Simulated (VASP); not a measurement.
Computed with PBEsol GGA, VASP's PBE PAW potentials (set 64) (plane waves; VASP).

VASP ran on this input.

KPOINTS:
```
K-points
0
gamma
 5 5 5
```

### INCAR
```
ENCUT=300   ! plane-wave cut-off (eV)
SIGMA=0.272
LREAL=.FALSE.   ! projection in real space or not
EDIFF=1E-6   ! SCF stop (eV)
LCHARG=.FALSE.
GGA=PS   ! PBEsol
LWAVE=.FALSE.
NELM=100   ! most electronic steps
ISMEAR=0
PREC=Accurate
LMAXMIX=4   ! l cut-off of mixed one-centre charges
LASPH=.TRUE.
ALGO=Normal   ! blocked Davidson
SYSTEM=Y2InNi2
ISIF=2   ! forces and stress, cell fixed
```

**POSCAR**
```
Y2InNi2
1
    1.9273450000    -7.0824900000     0.0000000000
    1.9273450000     7.0824900000     0.0000000000
    0.0000000000     0.0000000000     3.7188300000
Y In Ni
2 1 2
Direct
  0.3631400000   0.6368600000   0.5000000000
  0.6368600000   0.3631400000   0.5000000000
  0.0000000000   0.0000000000   0.0000000000
  0.7999600000   0.2000400000   0.0000000000
  0.2000400000   0.7999600000   0.0000000000
```

POTCAR, in this order: Y_sv In_d Ni (PBE.64 set). Program: vasp_std.

Output

### OSZICAR
```
       N       E                     dE             d eps       ncg     rms          rms(c)
DAV:   1     0.379125649084E+03    0.37913E+03   -0.18275E+04  1782   0.132E+03
DAV:   2     0.153664851763E+01   -0.37759E+03   -0.37104E+03  1826   0.393E+02
DAV:   3    -0.307393273597E+02   -0.32276E+02   -0.31525E+02  2538   0.120E+02
DAV:   4    -0.340848998691E+02   -0.33456E+01   -0.33121E+01  3065   0.273E+01
DAV:   5    -0.341803810878E+02   -0.95481E-01   -0.95422E-01  2482   0.435E+00    0.523E+01
DAV:   6    -0.384941309059E+02   -0.43137E+01   -0.66980E+01  2070   0.755E+01    0.262E+01
DAV:   7    -0.400164582432E+02   -0.15223E+01   -0.88608E+01  2389   0.867E+01    0.511E+01
DAV:   8    -0.334570075553E+02    0.65595E+01   -0.86930E+01  2521   0.688E+01    0.115E+01
DAV:   9    -0.320037668483E+02    0.14532E+01   -0.44734E+00  2350   0.185E+01    0.717E+00
DAV:  10    -0.317286886874E+02    0.27508E+00   -0.11072E+00  2751   0.559E+00    0.383E+00
DAV:  11    -0.316663005641E+02    0.62388E-01   -0.39869E-01  2753   0.418E+00    0.261E+00
DAV:  12    -0.316698598749E+02   -0.35593E-02   -0.85607E-02  2486   0.185E+00    0.175E+00
DAV:  13    -0.316690483790E+02    0.81150E-03   -0.72081E-03  2337   0.483E-01    0.114E+00
DAV:  14    -0.316702258376E+02   -0.11775E-02   -0.43740E-03  2458   0.329E-01    0.890E-01
DAV:  15    -0.316647422405E+02    0.54836E-02   -0.10149E-02  2501   0.770E-01    0.361E-01
DAV:  16    -0.316642979997E+02    0.44424E-03   -0.13644E-03  2587   0.187E-01    0.262E-01
DAV:  17    -0.316640380622E+02    0.25994E-03   -0.32024E-04  2915   0.132E-01    0.118E-01
DAV:  18    -0.316639232195E+02    0.11484E-03   -0.62084E-04  2586   0.172E-01    0.295E-02
DAV:  19    -0.316639297852E+02   -0.65658E-05   -0.75119E-05  2197   0.567E-02    0.369E-02
DAV:  20    -0.316639278638E+02    0.19214E-05   -0.33672E-06  1570   0.149E-02    0.222E-02
DAV:  21    -0.316639268957E+02    0.96812E-06   -0.19166E-06  1085   0.110E-02
   1 F= -.31663927E+02 E0= -.31602274E+02  d E =-.123305E+00
```

**OUTCAR**
```
------------------------ aborting loop because EDIFF is reached ----------------------------------------
  FORCE on cell =-STRESS in cart. coord.  units (eV):
  Direction    XX          YY          ZZ          XY          YZ          ZX
  --------------------------------------------------------------------------------------
  Total       -1.2155364     -1.6934740     -2.1885215     -0.0000000      0.0000000      0.0000000
  in kB      -19.1821283    -26.7243638    -34.5366048     -0.0000000      0.0000000      0.0000000
  external PRESSURE =     -26.8143656 kB  Pullay stress =       0.0000000 kB
  volume of cell :      101.53
      direct lattice vectors                 reciprocal lattice vectors
     1.927345000 -7.082490000  0.000000000     0.259424234 -0.070596640  0.000000000
     1.927345000  7.082490000  0.000000000     0.259424234  0.070596640  0.000000000
     0.000000000  0.000000000  3.718830000     0.000000000  0.000000000  0.268901778
 POSITION                                       TOTAL-FORCE (eV/Angst)
 -----------------------------------------------------------------------------------
      1.92735      1.93862      1.85942         0.000000      0.147153     -0.000000
      1.92735     -1.93862      1.85942         0.000000     -0.147153     -0.000000
      0.00000      0.00000      0.00000         0.000000      0.000000     -0.000000
      1.92735     -4.24893      0.00000         0.000000     -0.037710     -0.000000
      1.92735      4.24893      0.00000         0.000000      0.037710      0.000000
 -----------------------------------------------------------------------------------
    total drift:                               -0.000000     -0.000000      0.000000
  FREE ENERGIE OF THE ION-ELECTRON SYSTEM (eV)
  ---------------------------------------------------
  free  energy   TOTEN  =       -31.6639268957 eV

  energy  without entropy=      -31.5406220324  energy(sigma->0) =      -31.60227446
```
(Selected blocks of OUTCAR.)

At this cut-off the stress carries a Pulay error, which pulls relaxed volumes low.

The structure comes from a computed database's Y2InNi2 entry; how it stands against other phases isn't given here. The cell was not relaxed at this level. The k-mesh is coarse (spacing up to 0.34 per Å, 2π included), so the numbers may not be converged in it. The run is one of a series of settings (GGA = PS, POTCAR Y_sv In_d Ni (PBE.64 set) against the base run), some of them coarse on purpose. The run is not spin-polarised, so no magnetic state was tried. The electron count is odd and the run is not spin-polarised, which forces a metal.
